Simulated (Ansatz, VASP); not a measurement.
# MoS2: VASP beside Ansatz, part 2 of 2

Wanted: the spread between two codes on one cell, functional and k mesh. The cell is taken from a series of runs on this material, whose earlier steps may have relaxed, scaled, displaced or heated it; both programs get it as it stands.

VASP 6.6.1 and Ansatz 0.2.0.

So far: The starting structure; VASP: G0W0 gap, r2SCAN.

### 3. Ansatz: G0W0 gap, r2SCAN

Level of this step: Ansatz beside VASP: Kohn-Sham DFT, plane waves, r2SCAN (Ansatz).

Ansatz runs on its default PAW (the set named soft_2) files.

The same cell, functional and mesh now go to Ansatz, which takes its cutoff from its data sets.

input.yaml

```yaml
crystal:
  lattice:
    - [3.169, 0.0, 0.0]
    - [-1.5845, 2.7444345046, 0.0]
    - [0.0, 0.0, 12.324]
  atoms:
    - { symbol: Mo, position: [0.3333333333, 0.6666666667, 0.25] }
    - { symbol: Mo, position: [0.6666666667, 0.3333333333, 0.75] }
    - { symbol: S, position: [0.3333333333, 0.6666666667, 0.623] }
    - { symbol: S, position: [0.6666666667, 0.3333333333, 0.123] }
    - { symbol: S, position: [0.3333333333, 0.6666666667, 0.877] }
    - { symbol: S, position: [0.6666666667, 0.3333333333, 0.377] }
kpoints:
  mp_grid: { grid: [6, 6, 2] }
hamiltonian:
  xc: r2scan
scf:
  occupations: { method: fixed }
gw:
  n_empty_bands: 848
  ecut_chi: 230.0
  qp_bands: [v2, c2]
  qp_kpoints: band_edges
  screening: { model: contour_deformation }
```

Started as:

```sh
ansatz run input.yaml --threads 3 --pin off --max-ram 64512MiB --backend cuda --devices 1 --max-vram 24GiB --events-out ev --progress --plain --runs-dir out
```

Numbers of over 12 decimals in the logs are rounded to 6 here.

Output:

```text
GPUs: using 1 of 1 available (devices: 1).
Engine: ansatz 0.2.0, x86_64-unknown-linux-gnu
Pseudopotentials: kind: paw
Pseudopotential: Mo, paw, valence charge 14, recommended cutoff 500 eV (meta_gga), Mo.paw.azcp
Pseudopotential: S, paw, valence charge 6, recommended cutoff 500 eV (meta_gga), S.paw.azcp
Functional definition: r2SCAN
  parameter k0 = 0.174
  parameter k1 = 0.065
  parameter a1 = 4.9479
  exchange = r2scan_x(k0 = k0, k1 = k1, a1 = a1)
  correlation = r2scan_c
device memory: the entry about to start is reckoned to put 1.6 GiB on a device that reports 70.5 GiB free (of which the cap on the GPU budget leaves the run 24.0 GiB)
GPU FFT provider: cuFFT
GPU libraries: cuBLAS 13.8.2, cuFFT 12.4.0, cuSOLVER 12.3.4
Crystal: 6 atoms, lattice volume = 107.183 Å³
Basis set: ecut = 500 eV, 2739 PW (Γ), exchange–correlation on 96×96×360 points (64 copies of the dense FFT grid, shifted against one another)
Bands: 32, of which v1, the nominal top of the filled ones, is band 26 counted from 1 (25 counted from 0)
Symmetry: 24 space group operations
Space group: P63/mmc (ITA 194), of the structure as read, at distance tolerance 4.8e-5 Å
k-points: 14 of 72
Non-local potential: Mo, projectors of the file, l = 0: 3, l = 1: 2, l = 2: 2, l = 3: 1
Non-local potential: S, projectors of the file, l = 0: 2, l = 1: 2, l = 2: 2
PAW form: soft (Blöchl's): semilocal exchange-correlation on the pseudo side does not see the compensation charge
PAW frozen core: Mo, regenerated for the run's functional (the file was generated under x = pbe(κ = 0.804, μ = 0.219515), c = pbe(β = 0.066725))
PAW frozen core: S, regenerated for the run's functional (the file was generated under x = pbe(κ = 0.804, μ = 0.219515), c = pbe(β = 0.066725))
PAW one-centre angular grid: Mo, 590 points (default); XC on 160 Gauss nodes
PAW one-centre angular grid: S, 302 points (default); XC on 160 Gauss nodes
Initial density: superposition of atomic densities (neutral atoms: chi_scale 0, normalization atom), corrected by the library's trained network
Initial wavefunctions: pseudopotential atomic-orbital guess
GPU buffer pool allocated for 51840 grid points (all kernels)
GPU transforms: local potential and band sums: pruned to the plane-wave sphere, on 24×24×90
Functional: x = r2scan, c = r2scan; τ floored in thin density (d = 2e-4 eV/Å³)
SCF iter   1: F=—  HF=-13564.193447 eV  |F-HF|=—  |Δ(HF+E_count)|=         —  Δρ=1.05e-2  dr2=1.59e-1  dr2_τ=1.02e-1  ethr=1.77e-3  ⟨swp⟩=5.3  Hψ=1749  notcnv=0  defer=37
preconditioner: auto → Resta (q_TF=auto, 2.418 Å⁻¹)  ε∞=7.8  [insulator: Δε(μ)=0.967 eV  Ē_g=8.248 eV  n_scr=26 (ndim 8)  ℏωp=21.5 eV  f_vac=0.016  ε∞_Penn≈7.8]
SCF iter   2: F=—  HF=-13564.273879 eV  |F-HF|=—  |Δ(HF+E_count)|=   8.04e-2  Δρ=5.24e-3  dr2=1.22e-2  dr2_τ=5.72e-3  ethr=3.05e-4  ⟨swp⟩=2.3  Hψ=825  notcnv=0  defer=51
SCF iter   3: F=—  HF=-13564.278729 eV  |F-HF|=—  |Δ(HF+E_count)|=   4.85e-3  Δρ=3.00e-3  dr2=4.89e-3  dr2_τ=3.79e-4  ethr=2.35e-5  ⟨swp⟩=2.2  Hψ=660  notcnv=0  defer=54
SCF iter   4: F=—  HF=-13564.281762 eV  |F-HF|=—  |Δ(HF+E_count)|=   3.03e-3  Δρ=2.74e-4  dr2=9.71e-5  dr2_τ=8.23e-6  ethr=9.40e-6  ⟨swp⟩=3.4  Hψ=811  notcnv=0  defer=54
SCF iter   5: F=—  HF=-13564.281789 eV  |F-HF|=—  |Δ(HF+E_count)|=   2.72e-5  Δρ=8.82e-5  dr2=1.61e-5  dr2_τ=9.34e-7  ethr=1.87e-7  ⟨swp⟩=2.0  Hψ=660  notcnv=0  defer=52
SCF iter   6: F=—  HF=-13564.281795 eV  |F-HF|=—  |Δ(HF+E_count)|=   5.80e-6  Δρ=2.18e-5  dr2=7.15e-7  dr2_τ=1.92e-8  ethr=3.10e-8  ⟨swp⟩=2.0  Hψ=686  notcnv=0  defer=52
SCF iter   7: F=-13564.281795 eV  HF=-13564.281795 eV  |F-HF|=1.98e-9  |Δ(HF+E_count)|=   3.32e-7  Δρ=6.47e-6  dr2=4.78e-8  dr2_τ=4.66e-9  ethr=1.92e-10  ⟨swp⟩=6.2  Hψ=1641  notcnv=0
SCF 1 converged in 7 iterations: F = -13564.281795 eV  dr2 = 4.78e-8
  greatest PAW one-centre occupation: 0.996 electrons in one spin orbital (limit 2), on the Mo atom at site 0 (counted from 0), in its partial waves of l = 0
device memory: the entry about to start is reckoned to put 1.7 GiB (of the 1.8 GiB reckoned in all, the device holds 0.1 GiB already) on a device that reports 68.0 GiB free (of which the cap on the GPU budget leaves the run 23.9 GiB)
NSCF: frozen V_eff on 14 k-points, pencils in batches of 32, up to order 128
the band table was solved once the SCF had ended and its energy, with any forces and stress, was formed, with the checks that follow a solve (1770 applications of the Hamiltonian). They found nothing against the state; the energy, forces and stress were not computed again (output.eigenvalues in the input reference)
device memory: the entry about to start is reckoned to put 4.6 GiB on a device that reports 68.1 GiB free (of which the cap on the GPU budget leaves the run 24.0 GiB)
NSCF: frozen V_eff on 14 k-points
G₀W₀ screening: q 1/14
[... further progress lines ...]
SCF converged after 7 iterations
Free energy (F): -13564.281795 eV
Harris-Foulkes:  -13564.281795 eV  (|F-HF|=1.98e-9)
Internal energy: -13564.281795 eV  (E = F + TS)
E sigma→0 (E₀):  -13564.281795 eV
Fermi energy:    10.793810 eV
--- Per-component energies (eV) ---
  E_band       = -350.983534
  E_kinetic    = 1309.279460
  E_local      = -3914.558985  (includes V_loc(G=0)·N_el)
  E_nonlocal   = 396.919296
  E_hartree    = 1503.070720
  E_xc         = -725.267454
  E_vxc        = -891.934594  (∫ρ·V_xc dr)
  E_paw        = -8871.626928  (= ΣΔE_a)
  E_vpaw       = -308.238663  (= ΣTr[D̂ρ^β])
  E_aug_tail   = 0.000017  (compensation charges beyond the density's cutoff)
  E_vtau       = 51.416477  (kinetic-family band-sum trace: ∫τ·v_τ [+ j·A + Jᵃ·Aᵃ] dr)
  E_ewald      = -3261.216446
  E_core_change = -0.881474  (= ΣΔE_core)
  E_smearing   = -0.000000  (= −TS)
  E_closure    = -0.000000  (closes the sum)
  Σ components = -13564.281795   (vs F -13564.281795, Δ=0.00e0)
--- Band table (eV; the first three rows and the last of 14) ---
  k-point 0: bands = [... 22 lower, 8.5239, 9.4934, 9.6175, 10.7938, 13.0334, 13.0334, 13.0625, 13.0625, ... 2 higher]
  k-point 1: bands = [... 22 lower, 8.4993, 8.4993, 10.5066, 10.5066, 13.0381, 13.0381, 13.0381, 13.0381, ... 2 higher]
  k-point 2: bands = [... 22 lower, 8.6105, 9.5282, 9.5664, 10.0005, 12.4092, 12.7543, 12.8393, 12.9647, ... 2 higher]
  k-point 13: bands = [... 22 lower, 7.7486, 7.7486, 10.0580, 10.0580, 11.9088, 11.9088, 13.2476, 13.2476, ... 2 higher]
--- G₀W₀: contour deformation, 8 samples at zero and on the imaginary axis and 1 off it, 72 q-points, 848 empty bands' worth ---
  eigenvalues of the whole cell's RPA ε∞ on this k-mesh (on a slab, of 1 + 4πα/V) = 5.7675, 13.8598, 13.8598; static W/v taken at q = 0 is 0.075420
  gw.qp_kpoints: band_edges: 12 of 14 stored k-points solved, in 1 pass; an edge of the gap read off the rows below is read off those points alone
    valence top: of the k-points left out ik 7 came nearest to being solved in a further pass, in band 25 (counted from 1, as in the quasiparticle table): it holds the edge there only if its correction is more favourable than any solved in that band by at least 1.319 eV; those differ by 0.186 eV
    conduction bottom: of the k-points left out ik 5 came nearest to being solved in a further pass, in band 27 (counted from 1, as in the quasiparticle table): it holds the edge there only if its correction is more favourable than any solved in that band by at least 0.646 eV; those differ by 0.176 eV
    ik  band        ε_KS         Σx   Σc(E_QP)       V_xc       Z   E_QP_lin       E_QP  E_QP is
     0    25      9.6175   -18.8381     0.9025   -17.7628  0.7346     9.4441     9.4446  root
     0    26     10.7938   -19.8437     0.3733   -19.2813  0.7416    10.6044    10.6047  root
     0    27     13.0334   -13.8019    -4.4874   -18.4999  0.7461    13.2447    13.2440  root
     0    28     13.0334   -13.8019    -4.4874   -18.4999  0.7461    13.2447    13.2440  root
     1    25     10.5066   -19.5238     0.6305   -18.6796  0.7435    10.2923    10.2929  root
     1    26     10.5066   -19.5238     0.6305   -18.6796  0.7435    10.2923    10.2929  root
     1    27     13.0381   -13.7521    -4.4800   -18.4367  0.7457    13.2434    13.2427  root
     1    28     13.0381   -13.7521    -4.4800   -18.4367  0.7457    13.2434    13.2427  root
     2    25      9.5664   -19.3026     0.9572   -18.1886  0.7340     9.4092     9.4097  root
     2    26     10.0005   -19.4893     0.7555   -18.5465  0.7405     9.8128     9.8132  root
     2    27     12.4092   -13.6490    -4.2401   -18.0198  0.7438    12.5403    12.5400  root
     2    28     12.7543   -14.1417    -4.2729   -18.5761  0.7359    12.9164    12.9159  root
     3    25      9.9383   -19.4725     0.8832   -18.3861  0.7410     9.7345     9.7351  root
     3    26      9.9383   -19.4725     0.8832   -18.3861  0.7410     9.7345     9.7351  root
     3    27     12.6230   -13.9216    -4.3721   -18.4483  0.7418    12.7780    12.7776  root
     3    28     12.6230   -13.9216    -4.3721   -18.4483  0.7418    12.7780    12.7776  root
     4    25      8.9407   -18.6380     1.2036   -17.2450  0.7328     8.7506     8.7513  root
     4    26      9.1961   -19.1077     1.1311   -17.7964  0.7353     9.0152     9.0159  root
     4    27     12.2936   -14.3655    -4.4396   -19.0027  0.7378    12.4919    12.4912  root
     4    28     12.3813   -15.3907    -4.4887   -20.1262  0.7334    12.6292    12.6281  root
     6    25      9.3409   -17.7429     1.1927   -16.2377  0.7508     9.0267     9.0284  root
     6    26      9.4659   -18.4489     1.0777   -17.1244  0.7458     9.2181     9.2191  root
     6    27     12.4941   -16.6960    -4.8483   -21.8514  0.7235    12.8031    12.8012  root
     6    28     12.5427   -16.6668    -4.8759   -21.8439  0.7226    12.8459    12.8440  root
[...]
12    25      9.9871   -19.1855     0.3467   -18.7062  0.7430     9.8542     9.8545  root
    12    26     10.1461   -19.5731     0.2759   -19.1782  0.7428    10.0270    10.0272  root
    12    27     11.9074   -16.2545    -4.0666   -20.5690  0.7349    12.1562    12.1553  root
    12    28     11.9074   -16.2545    -4.0666   -20.5690  0.7349    12.1562    12.1553  root
    13    25     10.0580   -19.3357     0.3091   -18.9005  0.7431     9.9317     9.9319  root
    13    26     10.0580   -19.3357     0.3091   -18.9005  0.7431     9.9317     9.9319  root
    13    27     11.9088   -16.2497    -4.0662   -20.5632  0.7349    12.1570    12.1561  root
    13    28     11.9088   -16.2497    -4.0662   -20.5632  0.7349    12.1570    12.1561  root
```

In the SCF lines HF is the Harris–Foulkes energy and dr2 the Hartree energy of the density residual, in eV; the loop may stop once dr2 is under the threshold and the program's other checks hold. Hψ counts applications of the Hamiltonian.

### 4. Differences

Known differences besides the potentials themselves: VASP keeps PBE cores, Ansatz makes them for the functional; fixed occupations in Ansatz, narrow Gaussian smearing in VASP; the cutoff is 500 eV in Ansatz and 370 eV in VASP; Ansatz integrates over frequency by contour deformation, VASP on a grid of NOMEGA points; Ansatz's G0W0 levels solve the quasiparticle equation, VASP's are linearised. Total energies have different zeros and are not compared.

Compared:

```csv
quantity,Ansatz,VASP,difference
G0W0 gap on the mesh (eV),1.33,1.42,-0.08
Kohn-Sham gap under it (eV),0.99,0.99,0.00
```

VASP's log warns that its frequency grid doesn't suit quasiparticle energies on this mesh.

### 5. Results

| Item | Value |
| --- | --- |
| difference in G0W0 gap on the mesh (G0W0 gap, r2SCAN) | -0.082 eV |

**Reading.** The difference in G0W0 gap on the mesh is -0.082 eV (G0W0 gap, r2SCAN). How closely two codes agree says nothing of how well the functional describes the real material.

[Lines on the potential files, build, host, timing and source positions are cut from VASP's logs without a mark.]

[Logs are printed without paths, hosts, clocks, repeated set-up lines and the standing remarks that a program may print on its own settings, such as how far it seeks lower states.]

[Hosts, paths, dates, database ids (printed as entryN), source tags and the programs' standing remarks are cut or masked in the printed files.]
